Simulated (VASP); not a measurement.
These are PBEsol GGA, VASP's PBE PAW potentials (set 64) (plane waves; VASP 6.6.1) values and carry that method's errors.

The input files of a VASP run:

### INCAR
```
SYSTEM = MnSe
PREC = Accurate
ENCUT = 300
EDIFF = 1E-6
NELM = 100
ALGO = Normal
LREAL = .FALSE.
LASPH = .TRUE.
ISMEAR = -1
SIGMA = 0.1
GGA = PS
LMAXMIX = 4
LWAVE = .FALSE.
LCHARG = .FALSE.
ISIF = 2
ISPIN = 2
MAGMOM = 4.0 4.0 0.0 0.0
LORBIT = 11
```

**POSCAR**
```
MnSe
1
    4.3110100000     0.0000000000     0.0000000000
    0.0000000000     4.3110100000     0.0000000000
    0.0000000000     0.0000000000     5.4322320000
Mn Se
2 2
Direct
  0.5000000000   0.0000000000   0.2368000000
  0.0000000000   0.5000000000   0.7632000000
  0.0000000000   0.0000000000   0.0000000000
  0.5000000000   0.5000000000   0.0000000000
```

**KPOINTS**
```
Automatic
0
gamma
  3 3 3
```

POTCAR, in this order: Mn_pv Se (PBE.64 set). Program: vasp_std.

The run wrote:

### OSZICAR
```
       N       E                     dE             d eps       ncg     rms          rms(c)
DAV:   1     0.254568321221E+03    0.25457E+03   -0.16467E+04   752   0.972E+02
DAV:   2    -0.916947551598E+01   -0.26374E+03   -0.25127E+03   696   0.307E+02
DAV:   3    -0.270435970370E+02   -0.17874E+02   -0.17172E+02   790   0.831E+01
DAV:   4    -0.274721614162E+02   -0.42856E+00   -0.42554E+00   720   0.118E+01
DAV:   5    -0.274787080137E+02   -0.65466E-02   -0.65434E-02   756   0.164E+00    0.150E+01
DAV:   6    -0.270478265917E+02    0.43088E+00   -0.25648E+01   687   0.492E+01    0.184E+01
DAV:   7    -0.250696430548E+02    0.19782E+01   -0.97094E+00   684   0.344E+01    0.686E+00
DAV:   8    -0.251414371296E+02   -0.71794E-01   -0.73587E-01   680   0.497E+00    0.365E+00
DAV:   9    -0.251093414257E+02    0.32096E-01   -0.19527E-01   715   0.401E+00    0.154E+00
DAV:  10    -0.251198229191E+02   -0.10481E-01   -0.37604E-02   689   0.153E+00    0.800E-01
DAV:  11    -0.251199355222E+02   -0.11260E-03   -0.16175E-02   704   0.112E+00    0.232E-01
DAV:  12    -0.251202317348E+02   -0.29621E-03   -0.19953E-03   678   0.277E-01    0.100E-01
DAV:  13    -0.251202321015E+02   -0.36666E-06   -0.87886E-05   766   0.593E-02    0.610E-02
DAV:  14    -0.251202390533E+02   -0.69518E-05   -0.64269E-05   681   0.355E-02    0.156E-02
DAV:  15    -0.251202418399E+02   -0.27866E-05   -0.37065E-06   626   0.134E-02    0.693E-03
DAV:  16    -0.251202421695E+02   -0.32960E-06   -0.12813E-06   477   0.995E-03
   1 F= -.25120242E+02 E0= -.25054709E+02  d E =-.131067E+00  mag=     8.1728
```

### OUTCAR
```
------------------------ aborting loop because EDIFF is reached ----------------------------------------
  FORCE on cell =-STRESS in cart. coord.  units (eV):
  Direction    XX          YY          ZZ          XY          YZ          ZX
  --------------------------------------------------------------------------------------
  Total        2.5762597      2.5762597     -3.1277545      0.0000000      0.0000000      0.0000000
  in kB       40.8849855     40.8849855    -49.6371540      0.0000000      0.0000000      0.0000000
  external PRESSURE =      10.7109390 kB  Pullay stress =       0.0000000 kB
  volume of cell :      100.96
      direct lattice vectors                 reciprocal lattice vectors
     4.311010000  0.000000000  0.000000000     0.231964203  0.000000000  0.000000000
     0.000000000  4.311010000  0.000000000     0.000000000  0.231964203  0.000000000
     0.000000000  0.000000000  5.432232000     0.000000000  0.000000000  0.184086394
 POSITION                                       TOTAL-FORCE (eV/Angst)
 -----------------------------------------------------------------------------------
      2.15550      0.00000      1.28635        -0.000000     -0.000000     -0.169054
      0.00000      2.15550      4.14588         0.000000      0.000000      0.169054
      0.00000      0.00000      0.00000         0.000000     -0.000000      0.000000
      2.15550      2.15550      0.00000         0.000000     -0.000000      0.000000
 -----------------------------------------------------------------------------------
    total drift:                                0.000000      0.000000     -0.000000
  FREE ENERGIE OF THE ION-ELECTRON SYSTEM (eV)
  ---------------------------------------------------
  free  energy   TOTEN  =       -25.1202421695 eV

  energy  without entropy=      -24.9891748454  energy(sigma->0) =      -25.05470851

 total charge

# of ion       s       p       d       tot
------------------------------------------
    1        0.255   6.179   5.026  11.459
    2        0.255   6.179   5.026  11.459
    3        1.481   2.327   0.060   3.868
    4        1.481   2.327   0.060   3.868
--------------------------------------------------
tot          3.471  17.012  10.172  30.654

 magnetization (x)

# of ion       s       p       d       tot
------------------------------------------
    1        0.038   0.041   3.758   3.837
    2        0.038   0.041   3.758   3.837
    3        0.016  -0.106   0.012  -0.078
    4        0.016  -0.106   0.012  -0.078
--------------------------------------------------
tot          0.107  -0.129   7.540   7.519
```
(Selected blocks of OUTCAR.)

At this cut-off the stress carries a Pulay error, which pulls relaxed volumes low. The moments were started parallel, and other spin orders were not tried in this run.

The structure was generated: MnSe was put into an ordered model structure, which need not be its known phase. The cell was not relaxed at this level. The k-mesh is coarse (spacing up to 0.49 per Å, 2π included), so the numbers may not be converged in it.
